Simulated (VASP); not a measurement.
A convergence study with VASP on BaTiO3 (cubic perovskite): a few settings are varied, all else stays as given below, so the limit is that of these other settings.

```yaml
crystal:
  lattice:
    - [4.00000, 0.00000, 0.00000]
    - [0.00000, 4.00000, 0.00000]
    - [0.00000, 0.00000, 4.00000]
  atoms:
    - { symbol: Ba, position: [0.00000, 0.00000, 0.00000] }
    - { symbol: Ti, position: [0.50000, 0.50000, 0.50000] }
    - { symbol: O, position: [0.50000, 0.00000, 0.50000] }
    - { symbol: O, position: [0.00000, 0.50000, 0.50000] }
    - { symbol: O, position: [0.50000, 0.50000, 0.00000] }
```

These are PBEsol GGA, VASP's PBE PAW potentials (set 64) (plane waves; VASP) values and carry that method's errors. The last row used: 700 eV cut-off, 12×12×12 Γ-centred mesh, second-order Methfessel-Paxton smearing of 0.40 eV, potentials Ba_sv Ti_sv O.

Unless said otherwise, spin-orbit coupling is left out, though it shifts the bands of the heavy elements here. Gaps are read on the run's mesh, which can miss a band edge.

| setting | E (eV/atom) | pressure (GPa) | gap on the mesh (eV) | irreducible k-points |
|---|---|---|---|---|
| ISMEAR = -1, SIGMA = 0.01, 3×3×3 mesh | -8.3777 | -1.93 | 1.767 | 4 |
| ISMEAR = -1, SIGMA = 0.1, 3×3×3 mesh | -8.3777 | -1.93 | 1.767 | 4 |
| ISMEAR = 0, SIGMA = 0.01, 3×3×3 mesh | -8.3777 | -1.93 | 1.767 | 4 |
| ISMEAR = 0, SIGMA = 0.2, 3×3×3 mesh | -8.3777 | -1.93 | 1.767 | 4 |
| ISMEAR = 1, SIGMA = 0.05, 3×3×3 mesh | -8.3776 | -1.93 | 1.767 | 4 |
| ISMEAR = 1, SIGMA = 0.2, 3×3×3 mesh | -8.3777 | -2.08 | 1.766 | 4 |
| ISMEAR = 2, SIGMA = 0.05, 3×3×3 mesh | -8.3777 | -1.93 | 1.767 | 4 |
| ISMEAR = 2, SIGMA = 0.2, 3×3×3 mesh | -8.3779 | -2.09 | 1.765 | 4 |
| ISMEAR = -1, SIGMA = 0.01, 6×6×6 mesh | -8.3981 | -2.22 | 1.703 | 20 |
| ISMEAR = -1, SIGMA = 0.2, 6×6×6 mesh | -8.3973 | -2.19 | 1.709 | 20 |
| ISMEAR = 0, SIGMA = 0.01, 6×6×6 mesh | -8.3981 | -2.22 | 1.703 | 20 |
| ISMEAR = 0, SIGMA = 0.4, 6×6×6 mesh | -8.3980 | -2.23 | 1.704 | 20 |
| ISMEAR = 1, SIGMA = 0.05, 6×6×6 mesh | -8.3981 | -2.22 | 1.703 | 20 |
| ISMEAR = 1, SIGMA = 0.4, 6×6×6 mesh | ? | -2.22 | ? | 20 |
| ISMEAR = 2, SIGMA = 0.05, 6×6×6 mesh | -8.3981 | -2.21 | 1.703 | 20 |
| ISMEAR = 2, SIGMA = 0.4, 6×6×6 mesh | -8.3977 | -2.23 | 1.705 | 20 |
| ISMEAR = -1, SIGMA = 0.05, 12×12×12 mesh | -8.3982 | -2.21 | 1.704 | 84 |
| ISMEAR = -1, SIGMA = 0.2, 12×12×12 mesh | -8.3975 | -2.17 | 1.710 | 84 |
| ISMEAR = 0, SIGMA = 0.1, 12×12×12 mesh | -8.3982 | -2.21 | 1.704 | 84 |
| ISMEAR = 0, SIGMA = 0.4, 12×12×12 mesh | -8.3982 | -2.21 | 1.704 | 84 |
| ISMEAR = 1, SIGMA = 0.1, 12×12×12 mesh | -8.3982 | -2.21 | 1.704 | 84 |
| ISMEAR = 1, SIGMA = 0.4, 12×12×12 mesh | -8.3979 | -2.21 | 1.709 | 84 |
| ISMEAR = 2, SIGMA = 0.1, 12×12×12 mesh | -8.3982 | -2.21 | 1.704 | 84 |
| ISMEAR = 2, SIGMA = 0.4, 12×12×12 mesh | ? | ? | ? | 84 |

Task: Complete the blanks.

Result: 
- ISMEAR = 2, SIGMA = 0.4, 12×12×12 mesh, E (eV/atom): -8.3978
- ISMEAR = 2, SIGMA = 0.4, 12×12×12 mesh, pressure (GPa): -2.20
- ISMEAR = 2, SIGMA = 0.4, 12×12×12 mesh, gap on the mesh (eV): 1.706
- ISMEAR = 1, SIGMA = 0.4, 6×6×6 mesh, E (eV/atom): -8.3976
- ISMEAR = 1, SIGMA = 0.4, 6×6×6 mesh, gap on the mesh (eV): 1.707

Left out are rungs that failed or repeat a setting and relaxations that didn't move; long series are thinned to 24 rows.

The compound is BaTiO3 in the cubic perovskite structure, the ideal cubic form; the compound distorts at low or room temperature. The cell was not relaxed at this level.
